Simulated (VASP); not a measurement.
## KBr: convergence with the k-mesh and PAW data sets

Aim: find what the k-mesh and PAW data sets change for KBr, and what they cost. The series runs use PBE. The k-mesh tried: 2 2 2; 3 3 3; 4 4 4; 5 5 5; 7 7 7; 9 9 9; 11 11 11. The PAW data sets tried: minimal 64: K_pv Br; recommended 64: K_sv Br; recommended 54: K_sv Br; gw 64: K_sv_GW Br_GW. The start is a cell from a database of measured crystal structures.

Main program and level: VASP 6.6.1; PBE; plane waves and PAW (K_sv, Br), in the first sound run; inputs show where later runs differ.

Most raw output is cut from this account.

**1. Starting point**

The structure is cubic, space group Fm-3m (No. 225). Conventional cell: a = 6.600 Å, b = 6.600 Å, c = 6.600 Å, α = 90.00°, β = 90.00°, γ = 90.00°. Nearest to K lie 6 Br at 3.30 Å. Nearest to Br lie 6 K at 3.30 Å. Farther neighbours and most contacts between anions are not listed.

**2. K-mesh: 2 2 2**

The sum over the zone converges with the mesh, fast for insulators and slowly for metals. PBE, the usual starting point, adds the gradient of the density.

Input file INCAR:

```
SYSTEM = KBr
PREC = Accurate
ENCUT = 400
EDIFF = 1E-06
NELM = 100
ISMEAR = -1
SIGMA = 0.05
LREAL = .FALSE.
ALGO = Normal
GGA = PE
NBANDS = 14
LORBIT = 11
LWAVE = .FALSE.
LCHARG = .FALSE.
NCORE = 2
ISIF = 2
```

Input file POSCAR:

```
KBr
1.0
    0.0000000000      3.3000000000      3.3000000000
    3.3000000000      0.0000000000      3.3000000000
    3.3000000000      3.3000000000      0.0000000000
K Br
1 1
Direct
    0.0000000000      0.0000000000      0.0000000000
    0.5000000000      0.5000000000      0.5000000000
```

Input file KPOINTS:

```
Automatic mesh
0
Gamma
2 2 2
0 0 0
```

Potentials, in the order of the species: K_sv and Br (PBE family, release 64).

Launch:

```console
$ mpirun -np 2 vasp_std
```

Run time: 3.6 s. Hardware: 2 MPI ranks of AMD EPYC 7R43, shared host; peak memory 0.2 GiB.

The gap is read on the k-mesh alone, so it is an upper bound where the band edges lie off the mesh. Spin-orbit coupling is off here; it would split degenerate levels, and it lifts a valence top of Br p states by about 0.1 eV.

This step gave:

| Item | Value |
| --- | --- |
| SCF cycles | 13 |
| electrons | 16 |
| bands | 14 |
| irreducible k-points | 3 |
| symmetry operations | 48 |
| free energy (TOTEN) | -6.109 eV |
| Fermi energy | -0.5048 eV |
| pressure | 1.277 GPa |
| metallic | no |
| valence top at k | 0, 0, 0 |
| conduction bottom at k | 0, 0, 0 |
| least direct gap at k | 0, 0, 0 |
| gap on the k-mesh | 4.396 eV |
| least direct gap on the k-mesh | 4.396 eV |

The series starts at -3.0547 eV an atom and 1.28 GPa, after 13 cycles in 3.6 s.

**3. K-mesh: 3 3 3**

INCAR: that of step 2 with these lines changed.

```diff
@@ -14,3 +14,3 @@
 LCHARG = .FALSE.
-NCORE = 2
+KPAR = 2
 ISIF = 2
```

POSCAR is that of step 2.

Input file KPOINTS:

```
Automatic mesh
0
Gamma
3 3 3
0 0 0
```

Launch:

```console
$ mpirun -np 2 vasp_std
```

The job ended after 5.6 s (2 MPI ranks; peak memory 0.25 GiB; 9.8 s of CPU time).

Against the run before the energy moves by -49.85 meV an atom and the pressure by -0.50 GPa, after 13 cycles in 5.6 s.

**4. K-mesh: 4 4 4**

INCAR is that of step 3.

POSCAR is that of step 3.

Input file KPOINTS:

```
Automatic mesh
0
Gamma
4 4 4
0 0 0
```

Launch:

```console
$ mpirun -np 2 vasp_std
```

Run time: 5.6 s. Hardware: 2 MPI ranks; peak memory 0.25 GiB.

Against the run before the energy moves by -2.56 meV an atom and the pressure by -0.03 GPa, after 13 cycles in 5.6 s.

**5. K-mesh: 5 5 5**

INCAR is that of step 4.

POSCAR is that of step 4.

Input file KPOINTS:

```
Automatic mesh
0
Gamma
5 5 5
0 0 0
```

Launch:

```console
$ mpirun -np 2 vasp_std
```

The job ended after 6.4 s (2 MPI ranks; peak memory 0.26 GiB; 11 s of CPU time).

Against the run before the energy moves by -0.18 meV an atom while the pressure stays within 0.01 GPa, after 13 cycles in 6.4 s.

**6. K-mesh: 7 7 7**

INCAR is that of step 5.

POSCAR is that of step 5.

Input file KPOINTS:

```
Automatic mesh
0
Gamma
7 7 7
0 0 0
```

Launch:

```console
$ mpirun -np 2 vasp_std
```

The job ended after 9.8 s (2 MPI ranks; peak memory 0.26 GiB).

Against the run before the energy moves by -0.04 meV an atom while the pressure stays within 0.01 GPa, after 13 cycles in 9.8 s.

**7. K-mesh: 9 9 9**

INCAR is that of step 6.

POSCAR is that of step 6.

Input file KPOINTS:

```
Automatic mesh
0
Gamma
9 9 9
0 0 0
```

Launch:

```console
$ mpirun -np 2 vasp_std
```

The job ended after 19 s (2 MPI ranks; peak memory 0.28 GiB).

Against the run before the energy stays within 0.01 meV an atom and the pressure within 0.01 GPa, after 13 cycles in 19 s.

**8. K-mesh: 11 11 11**

INCAR is that of step 7.

POSCAR is that of step 7.

Input file KPOINTS:

```
Automatic mesh
0
Gamma
11 11 11
0 0 0
```

Launch:

```console
$ mpirun -np 2 vasp_std
```

Run time: 26 s. Hardware: 2 MPI ranks; peak memory 0.3 GiB; 49 s of CPU time.

Against the run before the energy moves by +0.01 meV an atom while the pressure stays within 0.01 GPa, after 13 cycles in 26 s.

**9. The k-mesh series as a table**

This step: convergence of PBE results with the mesh; plane waves and PAW (VASP 6.6.1).

Derived from the runs above.

Differences are taken from the run with 11 11 11. Results of the series, by row:

```csv
setting,status,energy less the reference (meV/atom),pressure (GPa),gap (eV),SCF cycles,wall time (s)
2 2 2,converged,52.61,1.277,4.396,13,3.6
3 3 3,converged,2.761,0.7757,4.431,13,5.6
4 4 4,converged,0.2046,0.7438,4.433,13,5.6
5 5 5,converged,0.02405,0.7406,4.433,13,6.4
7 7 7,converged,-0.01171,0.7394,4.434,13,9.8
9 9 9,converged,-0.007265,0.7394,4.434,13,18.6
11 11 11,converged,0,0.7391,4.434,13,26
```

**10. PAW data sets: minimal 64: K pv Br**

This step: PBE; plane waves and PAW (K_pv, Br) (VASP 6.6.1).

Data sets differ in which electrons are valence and how hard the partial waves are.

INCAR: that of step 8 with these lines changed.

```diff
@@ -10,3 +10,3 @@
 GGA = PE
-NBANDS = 14
+NBANDS = 13
 LORBIT = 11
```

POSCAR is that of step 8.

Input file KPOINTS:

```
Automatic mesh
0
Gamma
6 6 6
0 0 0
```

The projector-augmented-wave data sets are K_pv and Br (PBE family, release 64).

Launch:

```console
$ mpirun -np 2 vasp_std
```

It took 12 s on 2 MPI ranks; peak memory 0.27 GiB.

Numbers from this step:

```yaml
electrons: 14
bands: 13
irreducible_k_points: 16
free_energy_toten: -6.171 eV
fermi_energy: -1.771 eV
pressure: 0.9623 GPa
gap_on_the_k_mesh: 4.426 eV
least_direct_gap_on_the_k_mesh: 4.426 eV
```

The series starts at -3.0854 eV an atom and 0.96 GPa, after 13 cycles in 12 s.

**11. PAW data sets: recommended 64: K sv Br**

This step: PBE; plane waves and PAW (K_sv, Br) (VASP 6.6.1).

INCAR: that of step 10 with these lines changed.

```diff
@@ -10,3 +10,3 @@
 GGA = PE
-NBANDS = 13
+NBANDS = 14
 LORBIT = 11
```

POSCAR is that of step 10.

KPOINTS is that of step 10.

The projector-augmented-wave data sets are K_sv and Br (PBE family, release 64).

Launch:

```console
$ mpirun -np 2 vasp_std
```

The job ended after 13 s (2 MPI ranks; peak memory 0.25 GiB; 24 s of CPU time).

With 16 valence electrons the pressure is 0.74 GPa, -0.22 GPa from the first of the series, after 13 cycles in 13 s.

**12. PAW data sets: recommended 54: K sv Br**

INCAR is that of step 11.

POSCAR is that of step 11.

KPOINTS is that of step 11.

Potentials, in the order of the species: K_sv and Br (PBE family, release 54).

Launch:

```console
$ mpirun -np 2 vasp_std
```

Elapsed: 12 s, on 2 MPI ranks; peak memory 0.26 GiB; 22 s of CPU time.

With 16 valence electrons the pressure is 0.74 GPa, -0.22 GPa from the first of the series, after 13 cycles in 12 s.

**13. PAW data sets: GW 64: K sv GW Br GW**

This step: PBE; plane waves and PAW (K_sv_GW, Br_GW) (VASP 6.6.1).

INCAR is that of step 12.

POSCAR is that of step 12.

KPOINTS is that of step 12.

Potentials, in the order of the species: K_sv_GW and Br_GW (PBE family, release 64).

Launch:

```console
$ mpirun -np 2 vasp_std
```

Run time: 8.6 s. Hardware: 2 MPI ranks; peak memory 0.26 GiB; 16 s of CPU time.

With 16 valence electrons the pressure is 0.53 GPa, -0.44 GPa from the first of the series, after 12 cycles in 8.6 s.

**14. The PAW data sets series as a table**

This step: convergence of PBE results with the datasets; plane waves and PAW (VASP 6.6.1).

This step runs nothing: it gathers the runs above.

Results of the series, by row:

```csv
setting,status,pressure (GPa),gap (eV),SCF cycles,wall time (s)
"minimal 64: K_pv Br, 400 eV",converged,0.9623,4.426,13,11.8
"recommended 64: K_sv Br, 400 eV",converged,0.7393,4.434,13,13
"recommended 54: K_sv Br, 400 eV",converged,0.7393,4.434,13,11.8
"gw 64: K_sv_GW Br_GW, 400 eV",converged,0.5257,4.428,12,8.6
```

**15. Summary of results**

| Property | Result |
| --- | --- |
| k-mesh from which the energy stays within 10 meV/atom of the reference | 3 3 3 |
| k-mesh from which the energy stays within 1 meV/atom of the reference | 4 4 4 |
| k-mesh from which the pressure stays within 0.2 GPa of the reference | 3 3 3 |
| spread of the pressure over the k-mesh | 0.538 GPa |
| spread of the energy over the k-mesh | 52.6 meV/atom |
| spread of the pressure over the PAW data sets | 0.437 GPa |

**Reading.** From 4 4 4 on, the energy stays within 1 meV an atom of the reference, at 22 % of its time. The pressure holds within 0.2 GPa from 3 3 3 on. The choice of data set moves the pressure between 0.53 GPa (gw 64: K_sv_GW Br_GW) and 0.96 GPa (minimal 64: K_pv Br); all ran at 400 eV. The gap moves by up to 0.01 eV. Differences are taken from the run with 11 11 11, which is itself not the exact limit. Data sets differ in their zero of energy, so energies are not compared. Forces vanish by symmetry in this cell, so the series can't test them. The run at 2 2 2 is over 30 meV an atom or 2 GPa off and describes the material poorly.

[Lines on the potential files, build, host, timing and source positions are cut from VASP's logs without a mark.]

[Logs are printed without paths, hosts, clocks, repeated set-up lines and the standing remarks that a program may print on its own settings, such as how far it seeks lower states.]

[Hosts, paths, dates, database ids (printed as entryN), source tags and the programs' standing remarks are cut or masked in the printed files.]

[A measured line is paired with the nearest computed mode of its activity, which favours agreement.]
